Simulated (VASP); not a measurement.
OSZICAR of a VASP run on BaZrO3 (cubic perovskite):

### OSZICAR
```
       N       E                     dE             d eps       ncg     rms          rms(c)
DAV:   1     0.349645987441E+03    0.34965E+03   -0.22458E+04   480   0.163E+03
DAV:   2    -0.217096035910E+02   -0.37136E+03   -0.36587E+03   640   0.389E+02
DAV:   3    -0.420624484355E+02   -0.20353E+02   -0.20338E+02   760   0.932E+01
DAV:   4    -0.425827212532E+02   -0.52027E+00   -0.52011E+00   696   0.119E+01
DAV:   5    -0.425963496258E+02   -0.13628E-01   -0.13628E-01   656   0.129E+00    0.269E+01
DAV:   6    -0.323893347083E+02    0.10207E+02   -0.67461E+01   592   0.509E+01    0.114E+01
DAV:   7    -0.323323796222E+02    0.56955E-01   -0.51371E+00   704   0.134E+01    0.672E+00
DAV:   8    -0.322945542960E+02    0.37825E-01   -0.54686E-01   640   0.619E+00    0.741E-01
DAV:   9    -0.322945281803E+02    0.26116E-04   -0.70153E-02   704   0.159E+00    0.564E-01
DAV:  10    -0.322964240662E+02   -0.18959E-02   -0.21523E-02   640   0.136E+00    0.305E-01
DAV:  11    -0.322957119791E+02    0.71209E-03   -0.45698E-03   640   0.540E-01    0.431E-02
DAV:  12    -0.322957481095E+02   -0.36130E-04   -0.25902E-04   624   0.122E-01    0.319E-02
DAV:  13    -0.322957458749E+02    0.22346E-05   -0.40638E-05   616   0.485E-02    0.328E-03
DAV:  14    -0.322957462880E+02   -0.41312E-06   -0.23458E-06   520   0.123E-02
   1 F= -.32295746E+02 E0= -.32295746E+02  d E =-.322957E+02
```

Q: Which electronic solver shows in the log?

A: It is blocked Davidson (ALGO = Normal, or the opening steps of other solvers). The INCAR had ALGO = Normal.

Q: Can the final energy be trusted as converged?

A: The run converged. It stopped with EDIFF = 1E-6, NELM = 100, NSW = 60 and EDIFFG = -0.02 after 1 ionic step (vdW-DF2, plane waves, VASP's PBE PAW potentials (set 64)).

The compound is BaZrO3 in the cubic perovskite structure. It was relaxed first, which changed the volume by +8 %. The start is the result of an earlier pass.
